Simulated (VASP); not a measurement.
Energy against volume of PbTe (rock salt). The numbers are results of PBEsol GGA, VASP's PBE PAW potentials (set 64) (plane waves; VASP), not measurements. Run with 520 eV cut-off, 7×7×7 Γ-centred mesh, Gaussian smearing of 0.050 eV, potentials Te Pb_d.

| V (Å³/atom) | E (eV/atom) |
|---|---|
| 32.399 | -4.12569 |
| 33.401 | -4.13039 |
| 34.404 | -4.12662 |
| 35.406 | -4.11570 |

Q: Fit these four points and predict the energy of the run at 31.397 Å³/atom.

A: A cubic in V^(−2/3), the third-order Birch-Murnaghan form, passes through the four points with V0 = 33.43 Å³/atom and B0 = 45 GPa, and gives -4.1110 eV/atom there. The run gave -4.1110 eV/atom, -0.0 meV/atom from the fit; all five points give B0 = 45 GPa.

The compound is PbTe in the rock salt structure. It was relaxed first.
